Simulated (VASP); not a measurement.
Hf:

```xyz
2
Lattice="3.1967 0.0000 0.0000 -1.5983 2.7684 0.0000 0.0000 0.0000 5.0578" Properties=species:S:1:pos:R:3 pbc="T T T"
Hf    0.0000    1.8456    1.2645
Hf    1.5984    0.9228    3.7934
```

```yaml
Program: VASP 6.6.1
Task: relaxation of cell and atoms
Functional: LDA
Potentials_or_basis: VASP PAW LDA potentials, release 64 (Hf_pv)
Cutoff: 350 eV
k_mesh: 9 × 9 × 4
Occupations: gaussian, width 0.1 eV
Spin: no spin polarisation
```

At the start: pressure -8.0 GPa; volume 22.38 Å³/atom.

Where does the relaxation end?

Over 12 steps the energy falls by 41.1 meV/atom and the volume is 20.82 Å³/atom (-7.0 %); space group P6_3/mmc (No. 194, to 0.05 Å).

The path:
```tsv
step	energy change (eV)	largest force (eV/Å)	pressure (GPa)	volume (Å³)
1	0.0000	0.0000	-7.98	44.76
2	0.0679	0.0000	13.80	37.92
3	-0.0821	0.0000	-0.22	41.71
4	-0.0821	0.0000	-0.01	41.65
5	-0.0821	0.0000	0.17	41.59
6	-0.0821	0.0000	-0.19	41.70
7	-0.0821	0.0000	-0.02	41.65
8	-0.0821	0.0000	-0.02	41.65
9	-0.0821	0.0000	0.08	41.62
10	-0.0821	0.0000	0.00	41.64
11	-0.0821	0.0000	0.01	41.64
12	-0.0821	0.0000	0.00	41.64
```

Final structure:
```
Hf
1.0
     3.12251    0.00000    0.00000
    -1.56125    2.70417    0.00000
     0.00000    0.00000    4.93154
Hf
2
Direct
  0.33333 0.66667 0.25000
  0.66667 0.33333 0.75000
```
